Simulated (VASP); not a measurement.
Output of a VASP run:

File OSZICAR:
```
       N       E                     dE             d eps       ncg     rms          rms(c)
DAV:   1     0.586794014041E+03    0.58679E+03   -0.22895E+04  3333   0.225E+03
DAV:   2     0.378115163519E+02   -0.54898E+03   -0.53074E+03  3579   0.605E+02
DAV:   3    -0.398850606248E+02   -0.77697E+02   -0.76635E+02  3632   0.206E+02
DAV:   4    -0.432750678048E+02   -0.33900E+01   -0.33794E+01  3654   0.480E+01
DAV:   5    -0.433866009830E+02   -0.11153E+00   -0.11150E+00  3991   0.864E+00    0.158E+01
DAV:   6    -0.372174101920E+02    0.61692E+01   -0.23724E+01  4989   0.708E+01    0.586E+00
DAV:   7    -0.373240152727E+02   -0.10661E+00   -0.20002E+00  3429   0.832E+00    0.331E+00
DAV:   8    -0.373055685847E+02    0.18447E-01   -0.25610E-01  4341   0.528E+00    0.706E-01
DAV:   9    -0.372931552276E+02    0.12413E-01   -0.75595E-02  4888   0.397E+00    0.153E-01
DAV:  10    -0.372937443255E+02   -0.58910E-03   -0.48823E-03  4104   0.604E-01    0.507E-02
DAV:  11    -0.372938499161E+02   -0.10559E-03   -0.24633E-04  3997   0.127E-01    0.143E-02
DAV:  12    -0.372938521308E+02   -0.22148E-05   -0.17117E-05  4553   0.545E-02    0.101E-02
DAV:  13    -0.372938499049E+02    0.22260E-05   -0.99402E-06  3819   0.405E-02    0.239E-03
DAV:  14    -0.372938496511E+02    0.25375E-06   -0.11976E-06  2388   0.132E-02
   1 F= -.37293850E+02 E0= -.37293850E+02  d E =-.411440E-67
```

**OUTCAR**
```
------------------------ aborting loop because EDIFF is reached ----------------------------------------
  FORCE on cell =-STRESS in cart. coord.  units (eV):
  Direction    XX          YY          ZZ          XY          YZ          ZX
  --------------------------------------------------------------------------------------
  Total        1.3504767      1.3504767      2.3723672     -0.0000000      0.0000000      0.0000000
  in kB       29.9453975     29.9453975     52.6047422     -0.0000000      0.0000000      0.0000000
  external PRESSURE =      37.4985124 kB  Pullay stress =       0.0000000 kB
  volume of cell :       72.25
      direct lattice vectors                 reciprocal lattice vectors
     4.752431000  0.000000000  0.000000000     0.210418626  0.000000000  0.000000000
     0.000000000  4.752431000  0.000000000     0.000000000  0.210418626  0.000000000
     0.000000000  0.000000000  3.199160000     0.000000000  0.000000000  0.312582053
 POSITION                                       TOTAL-FORCE (eV/Angst)
 -----------------------------------------------------------------------------------
      2.37622      2.37622      1.59958         0.000000      0.000000      0.000000
      0.00000      0.00000      0.00000         0.000000      0.000000      0.000000
      0.92211      3.83032      1.59958         0.057963     -0.057963      0.000000
      3.83032      0.92211      1.59958        -0.057963      0.057963     -0.000000
      3.29833      3.29833      0.00000         0.057963      0.057963     -0.000000
      1.45410      1.45410      0.00000        -0.057963     -0.057963      0.000000
 -----------------------------------------------------------------------------------
    total drift:                                0.000000     -0.000000     -0.000000
  FREE ENERGIE OF THE ION-ELECTRON SYSTEM (eV)
  ---------------------------------------------------
  free  energy   TOTEN  =       -37.2938496511 eV

  energy  without entropy=      -37.2938496511  energy(sigma->0) =      -37.29384965
```
(Selected blocks of OUTCAR.)

**POSCAR**
```
SnO2
1
    4.7524310000     0.0000000000     0.0000000000
    0.0000000000     4.7524310000     0.0000000000
    0.0000000000     0.0000000000     3.1991600000
Sn O
2 4
Direct
  0.5000000000   0.5000000000   0.5000000000
  0.0000000000   0.0000000000   0.0000000000
  0.1940300000   0.8059700000   0.5000000000
  0.8059700000   0.1940300000   0.5000000000
  0.6940300000   0.6940300000   0.0000000000
  0.3059700000   0.3059700000   0.0000000000
```

**Question.** Write an INCAR and KPOINTS that could have produced this output.

**Answer.** One answer among several that fit: the input of the run itself, PBE GGA, plane waves, VASP's PBE PAW potentials (set 64).

### INCAR
```
# general
SYSTEM  = SnO2
PREC    = Accurate
ENCUT   = 400
LREAL   = .FALSE.
LASPH   = .TRUE.

# electronic loop
EDIFF   = 1E-6
NELM    = 100
ALGO    = Normal
LMAXMIX = 4

# smearing
ISMEAR  = 0
SIGMA   = 0.01

# functional
GGA     = PE

# ions
ISIF    = 2

# output
LWAVE   = .FALSE.
LCHARG  = .FALSE.
```

KPOINTS:
```
Automatic mesh
0
Gamma
6 6 8
0 0 0
```

POTCAR, in this order: Sn_d O (PBE.64 set). Program: vasp_std.

At this cut-off the stress carries a Pulay error, which pulls relaxed volumes low.

The structure comes from a computed database's SnO2 entry; how it stands against other phases isn't given here. The cell was not relaxed at this level. The run is one of a series of settings (GGA = PE, KPOINTS 6×6×8 Γ-centred mesh, POTCAR Sn_d O (PBE.64 set) against the base run), some of them coarse on purpose.
